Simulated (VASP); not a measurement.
Given:

```
CELL_PARAMETERS angstrom
      2.05605    -3.56119     0.00000
      2.05605     3.56119     0.00000
      0.00000     0.00000     5.16497
ATOMIC_POSITIONS crystal
  Se 0.00000 0.24615 0.66667
  Se 0.75385 0.75385 0.00000
  Se 0.24615 0.00000 0.33333
```

Method: optB86b-vdW, VASP's PBE PAW potentials (set 64) (plane waves; VASP). Run with 520 eV cut-off, Gaussian smearing of 0.050 eV, potentials Se.

Task: Give the energies of bands 4 to 12 at the high-symmetry points, in eV from the valence-band maximum.

Result: 
```csv
band,Γ,M,K,A,L,H
4,-3.56,-5.30,-5.03,-4.54,-6.12,-5.73
5,-3.42,-4.81,-5.03,-3.04,-4.26,-5.28
6,-3.42,-3.66,-3.13,-3.04,-4.14,-5.28
7,-1.82,-3.42,-3.13,-1.35,-2.32,-1.12
8,-1.82,-1.46,-2.93,-1.34,-1.85,-0.06
9,-0.52,-0.98,-2.30,-1.34,-0.11,-0.06
10,1.40,1.44,3.09,0.92,1.27,0.46
11,1.40,1.70,3.09,0.93,2.43,2.18
12,2.00,4.06,3.58,0.93,2.84,2.18
```

The gap is indirect, 0.46 eV, from the valence maximum at L-H at 0.78 to the conduction minimum at H.

The compound is Se in the trig structure. It was relaxed first, which changed the volume by -8 %.
